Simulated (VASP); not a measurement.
A run of VASP 6.6.1 is set up as follows.

The input INCAR:

```
PREC     = Accurate       # precision mode
ENCUT    = 600            # plane-wave cutoff, eV
EDIFF    = 1E-6           # SCF threshold, eV
ISMEAR   = 1              # smearing method
SIGMA    = 0.1            # smearing width, eV
LREAL    = F              # projectors in reciprocal space
LASPH    = T              # aspherical terms in the spheres
NELM     = 80             # most SCF steps
ALGO     = Normal         # electronic algorithm
ISIF     = 3              # what is computed and relaxed
LWAVE    = F              # write WAVECAR
LCHARG   = F              # write CHGCAR
GGA      = PE             # functional
IBRION   = 2              # ionic algorithm
NSW      = 90             # ionic steps
EDIFFG   = -0.01          # ionic threshold
```

File KPOINTS:

```
regular mesh
0
Gamma
  15 15 8
```

Contents of POSCAR:

```
Ti
1.0
    2.9500000000      0.0000000000      0.0000000000
   -1.4750000000      2.5547749412      0.0000000000
    0.0000000000      0.0000000000      4.6800000000
Ti
2
Direct
    0.3333333333      0.6666666667      0.2500000000
    0.6666666667      0.3333333333      0.7500000000
```

Potentials or basis: VASP PAW PBE potentials, release 64 (Ti_sv).

Launch:

```sh
$ cat potpaw_PBE.64/Ti_sv/POTCAR > POTCAR
$ mpirun -np 1 vasp_std > vasp.out
```

**Question.** Predict the band gap on the k mesh.

**Answer.** None (metal or under the smearing width).

**Question.** What does it give for the relaxed volume?

**Answer.** 17.34 Å³/atom.

**Question.** Predict the relaxed cell.

**Answer.** a = 2.936 Å, b = 2.936 Å, c = 4.648 Å, α = 90.00°, β = 90.00°, γ = 120.00°.

**Question.** What does it give for the space group after relaxing (to 0.05 Å)?

**Answer.** P6_3/mmc (No. 194).

The path:
| step | energy change (eV) | largest force (eV/Å) | pressure (GPa) | volume (Å³) |
| --- | --- | --- | --- | --- |
| 1 | 0.0000 | 0.0000 | -1.75 | 35.27 |
| 2 | -0.0015 | 0.0000 | 1.33 | 34.30 |
| 3 | -0.0032 | 0.0000 | 0.00 | 34.70 |
| 4 | -0.0032 | 0.0000 | 0.04 | 34.69 |
| 5 | -0.0032 | 0.0000 | 0.04 | 34.69 |
